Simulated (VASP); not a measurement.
# SnSe$_{2}$ (1T layered): computed properties

These are PBE GGA, VASP's PBE PAW potentials (set 64) (plane waves; VASP) values and carry that method's errors.

```json
{
 "space_group": "P-3m1 (164)",
 "cell": "a = b = 3.873 Å, c = 6.896 Å, α = β = 90.00°, γ = 120.00°",
 "volume_per_atom": "29.85 Å³/atom",
 "band gap (over mesh and band path)": "0.68 eV",
 "smallest direct gap (over mesh and band path)": "1.08 eV",
 "band_gap_with_spin_orbit_coupling": "0.65 eV",
 "density": "5.13 g/cm³",
 "optical Γ-point spectrum": "107 (×2), 138 (×2), 176, 242 cm⁻¹"
}
```

```xyz
3
Lattice="1.9363 -3.3538 0.0000 1.9363 3.3538 0.0000 0.0000 0.0000 6.8955" Properties=species:S:1:pos:R:3 pbc="T T T"
Sn     0.0000     0.0000     0.0000
Se     1.9363     1.1179     1.5951
Se     1.9363    -1.1179     5.3005
```

Measured: gap 0.98 eV (computed value off by -0.30 eV), c 6.140 Å (computed value off by +12.3 %), as given by Joseph M. Gonzalez et al., Physical Review B (2016), arXiv:1609.04381. The calculation is for a static lattice, while the measured c holds thermal and zero-point effects, which are part of the difference. A miss this large can also come from another phase, state or cell setting, or from a fault of the measured value.   Without a dispersion term in the relaxation, distances and binding between the weakly bound layers, chains or molecules are unreliable, and so is what depends on them. Unless said otherwise, spin-orbit coupling is left out, though it shifts the bands of the heavy elements here.

The compound is SnSe2 in the 1T layered structure. It was relaxed first, which changed the volume by +16 %. Symmetry was kept, so distortions that lower it aren't found.
